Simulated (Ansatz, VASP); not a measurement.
# Cross-check of Zr (Zirconium) between VASP and Ansatz, part 2 of 2

Wanted: the spread between two codes on one cell, functional and k mesh. The cell is taken from a series of runs on this material, whose earlier steps may have relaxed, scaled, displaced or heated it; both programs get it as it stands.

VASP 6.6.1 and Ansatz 0.2.0.

So far: The starting structure; VASP: zone-centre phonons, LDA, pair 1; Ansatz: zone-centre phonons, LDA, pair 1; Comparison.

### 5. VASP: zone-centre phonons, LDA, pair 2

Level of this step: LDA; plane waves and PAW (Zr_sv) (VASP).

Second derivatives magnify differences that forces hide, and they need a tight electronic threshold. The cell compared in this pair holds 43.46 Å³, against 43.34 Å³ for the pair before.

The input, INCAR:

```
SYSTEM = Zr
PREC = Accurate
ENCUT = 500
EDIFF = 1E-08
NELM = 120
ISMEAR = 1
SIGMA = 0.2
LREAL = .FALSE.
ALGO = Normal
GGA = CA
NBANDS = 18
LASPH = .TRUE.
LORBIT = 11
LWAVE = .FALSE.
LCHARG = .FALSE.
ISIF = 2
IBRION = 8
GGA_COMPAT = .FALSE.
KPAR = 2
```

The input, POSCAR:

```
Zr
1.0
    3.1551021699      0.0000000000      0.0000000000
   -1.5775510849      2.7323986307      0.0000000000
    0.0000000000      0.0000000000      5.0410639549
Zr
2
Direct
    0.3333331237      0.6666668763      0.2500000000
    0.6666668763      0.3333331237      0.7500000000
```

The input, KPOINTS:

```
Automatic mesh
0
Gamma
15 15 8
0 0 0
```

PAW data sets: Zr_sv (LDA family, release 64).

Run with:

```
> mpirun -np 2 vasp_std
```

Numbers of over 12 decimals in the logs are rounded to 6 here.

What it wrote:

```text
[... set-up lines as in an earlier step ...]
 entering main loop
       N       E                     dE             d eps       ncg     rms          rms(c)
DAV:   1     0.210372438732E+03    0.21037E+03   -0.13181E+04  4860   0.130E+03
DAV:   2    -0.401832294254E+01   -0.21439E+03   -0.21095E+03  5792   0.380E+02
DAV:   3    -0.188908438253E+02   -0.14873E+02   -0.14735E+02  8708   0.733E+01
DAV:   4    -0.192645726964E+02   -0.37373E+00   -0.37338E+00  5748   0.118E+01
[...]
DAV:  11    -0.185815070444E+02   -0.69575E-06   -0.82556E-06  5386   0.338E-02    0.238E-03
DAV:  12    -0.185815069955E+02    0.48862E-07   -0.29510E-07  6700   0.366E-03    0.191E-03
DAV:  13    -0.185815070010E+02   -0.54897E-08   -0.29074E-08  4384   0.122E-03
   1 F= -.18581507E+02 E0= -.18581909E+02  d E =0.120730E-02
 Linear response reoptimize wavefunctions to high precision
DAV:   1    -0.185815070029E+02   -0.18508E-08   -0.38905E-09  3620   0.699E-04
DAV:   2    -0.185815070029E+02   -0.42746E-10   -0.47381E-10  2898   0.180E-04
 Linear response DOF=           2
 Linear response progress:
[...]
o |phi(0)>         523           7 -1.004017018948755E-004
 HAMIL_LR internal error: the vector H(1)-e(1) S(1) |phi(0)> is not orthogonal t
 o |phi(0)>         523          10  1.160101040669041E-004
RMM:  25    -0.609697561280E+00    0.66610E-07   -0.12168E-07 54882   0.394E-04    0.201E-05
 first order change of Fermi-energy  -0.95783E-06
 force on displaced ion       1 direction 1 :  -0.441  -0.000   0.000
 Linear response progress:
  Degree of freedom:   2/  2
       N       E                     dE             d eps       ncg     rms          rms(c)
RMM:   1    -0.773755799799E+00   -0.77376E+00    0.29978E+00  7571   0.136E+01
RMM:   2    -0.724997749070E+00    0.48758E-01   -0.26958E-01 11156   0.278E+00    0.249E-01
RMM:   3    -0.728277549627E+00   -0.32798E-02   -0.45417E-02 13669   0.987E-01    0.848E-02
RMM:   4    -0.730948999375E+00   -0.26714E-02   -0.59147E-03 15447   0.359E-01    0.321E-02
[...]
RMM:  17    -0.731115868372E+00   -0.21261E-06   -0.25533E-06 17016   0.816E-04    0.567E-05
RMM:  18    -0.731115724667E+00    0.14371E-06   -0.12823E-07 17702   0.689E-04    0.604E-05
RMM:  19    -0.731115749532E+00   -0.24866E-07    0.50878E-07 17270   0.599E-04    0.624E-05
 first order change of Fermi-energy  -0.13237E-03
 force on displaced ion       1 direction 3 :  -0.000   0.000  -5.116
 Linear response finished
```

OUTCAR, selected parts (step 5):

```text
  Total        0.0125284      0.0125284      0.3585054      0.0000000     -0.0000000      0.0000000
  in kB        0.4618787      0.4618787     13.2168080      0.0000000     -0.0000000      0.0000000
  external PRESSURE =       4.7135218 kB  Pullay stress =       0.0000000 kB

 POSITION                                       TOTAL-FORCE (eV/Angst)
 -----------------------------------------------------------------------------------
     -0.00000      1.82160      1.26027        -0.000000      0.000000      0.000000
      1.57755      0.91080      3.78080         0.000000     -0.000000      0.000000
 -----------------------------------------------------------------------------------
    total drift:                               -0.000600      0.000346     -0.000012

[... 1 part as in an earlier step ...]

[... 1 further part left out ...]
```

### 6. Ansatz: zone-centre phonons, LDA, pair 2

The same cell, functional (in two slightly different forms), mesh and smearing now go to Ansatz, which takes its cutoff from its data sets.

The cell is taken from a series of runs on this material, whose earlier steps may have relaxed, scaled, displaced or heated it; both programs get it as it stands.

The input, input.yaml:

```yaml
crystal:
  lattice:
    - [3.1551021699, 0.0, 0.0]
    - [-1.5775510849, 2.7323986307, 0.0]
    - [0.0, 0.0, 5.0410639549]
  atoms:
    - { symbol: Zr, position: [0.3333331237, 0.6666668763, 0.25] }
    - { symbol: Zr, position: [0.6666668763, 0.3333331237, 0.75] }
kpoints:
  mp_grid: { grid: [15, 15, 8] }
hamiltonian:
  xc: lda
  pseudopotentials: { kind: paw, azcp: { folder: soft_1 }, xc_functional: pbe }
scf:
  occupations: { method: methfessel_paxton, width: 0.2 }
output:
  eigenvalues: true
phonons:
  method: dfpt
```

Run with:

```
> ansatz run input.yaml --threads 4 --pin off --max-ram 10240MiB --backend cpu --events-out ev --progress --plain --runs-dir out
```

What it wrote:

```text
Warning: the atoms were moved onto the symmetric positions of the space group found under crystal.symmetry.tolerance 1.0e-5 (fractional; no operation is sought that the atoms, as they stand in a round, miss by more than twice it, and no atom is moved by as much as it), and the run uses the moved positions. Before a round's move an operation carried an atom to 1.98e-6 Å from where it should land, the largest such dist [...]
[...]
k-point 2: bands = [... 8 lower, 9.6410, 11.5962, 15.4472, 15.4776, 15.5150, 15.5150, 16.0880, 16.0880, ... 4 higher]
  k-point 319: bands = [... 8 lower, 12.4536, 12.4536, 14.1667, 14.1667, 14.9174, 14.9174, 16.7492, 16.7492, ... 4 higher]
[...]
ASR residual: 1.633e-5 → 0.000e0 eV/Å²; symmetrization residual: 2.760e-10 eV/Å²
  ASR residual per site (eV/Å²): 1.63e-5 1.63e-5
  Γ frequencies (cm⁻¹): 0.00 0.00 0.00 52.05 52.05 173.76
[...]
[key lines of the parts left out:]
SCF converged after 8 iterations
Free energy (F): -8154.967026 eV
Fermi energy:    14.876022 eV
```

### 7. Differences

The two programs side by side:

```csv
quantity,Ansatz,VASP,difference
optical mode 1 to 2 (cm⁻¹),52.0,51.3,+1.52 %
optical mode 3 (cm⁻¹),173.8,174.6,-0.50 %
```

Modes are paired by rising frequency, not by their patterns, so a pair may set unlike modes beside each other; they are those without the splitting of longitudinal modes.

### 8. Summary of results

- r.m.s. difference of the optical zone-centre modes, each program's sorted by frequency (zone-centre phonons, LDA, pair 1): 0.65 cm⁻¹
- difference in optical mode 1 to 2 (zone-centre phonons, LDA, pair 1): +1.2 %
- r.m.s. difference of the optical zone-centre modes, each program's sorted by frequency (zone-centre phonons, LDA, pair 2): 0.81 cm⁻¹
- difference in optical mode 1 to 2 (zone-centre phonons, LDA, pair 2): +1.5 %

In words: The r.m.s. difference of the optical zone-centre modes, each program's sorted by frequency is 0.65 cm⁻¹ (zone-centre phonons, LDA, pair 1). Among the rows given in per cent, the largest difference of the zone-centre phonons, LDA, pair 1 pair is in optical mode 1 to 2, +1.2 %. Among the rows given in per cent, the largest difference of the zone-centre phonons, LDA, pair 2 pair is in optical mode 1 to 2, +1.5 %. How closely two codes agree says nothing of how well the functional describes the real material.

[Lines on the potential files, build, host, timing and source positions are cut from VASP's logs without a mark.]

[Logs are printed without paths, hosts, clocks, repeated set-up lines and the standing remarks that a program may print on its own settings, such as how far it seeks lower states.]

[Hosts, paths, dates, database ids (printed as entryN), source tags and the programs' standing remarks are cut or masked in the printed files.]
